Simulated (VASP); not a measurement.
Data:

```yaml
crystal:
  lattice:
    - [0.00000, 2.04678, 2.04678]
    - [2.04678, 0.00000, 2.04678]
    - [2.04678, 2.04678, 0.00000]
  atoms:
    - { symbol: Au, position: [0.00000, 0.00000, 0.00000] }
```

Method: vdW-DF-cx, VASP's PBE PAW potentials (set 64) (plane waves; VASP). Run with 520 eV cut-off, 17×17×17 Γ-centred mesh, tetrahedra with Blöchl corrections, potentials Au.

Unless said otherwise, spin-orbit coupling is left out, though it shifts the bands of the heavy elements here.

Task: Predict the energy per atom (σ→0), band gap (on the k-mesh) with the smallest direct gap where there is one.

Result: 
```yaml
band gap (on the k-mesh): none (metal, semimetal or under 0.01 eV)
energy per atom (σ→0): -0.906 eV/atom
```

The absolute energy has meaning only against runs of the same code, potentials and settings.

The compound is Au in the fcc structure. It was relaxed first.
